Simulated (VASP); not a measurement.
Consider the following.

```xyz
2
Lattice="1.5019 -2.6014 0.0000 1.5019 2.6014 0.0000 0.0000 0.0000 5.6650" Properties=species:S:1:pos:R:3 pbc="T T T"
Cd     1.5019     0.8671     1.4162
Cd     1.5019    -0.8671     4.2487
```

Method: PBE GGA, VASP's PBE PAW potentials (set 64) (plane waves; VASP). Numerical set-up: 300 eV cut-off, 13×13×6 Γ-centred mesh, Gaussian smearing of 0.10 eV, potentials Cd.

At this cut-off the stress carries a Pulay error, which pulls relaxed volumes low.

Problem. Give the stress tensor in GPa (positive for a compressed cell).

Solution. 
```
1.95  0.00  0.00
0.00  1.95  0.00
0.00  0.00  0.95
```
The pressure is its mean diagonal, 1.62 GPa.

The structure is a typed Cd crystal (P6_3/mmc). The cell was not relaxed at this level.
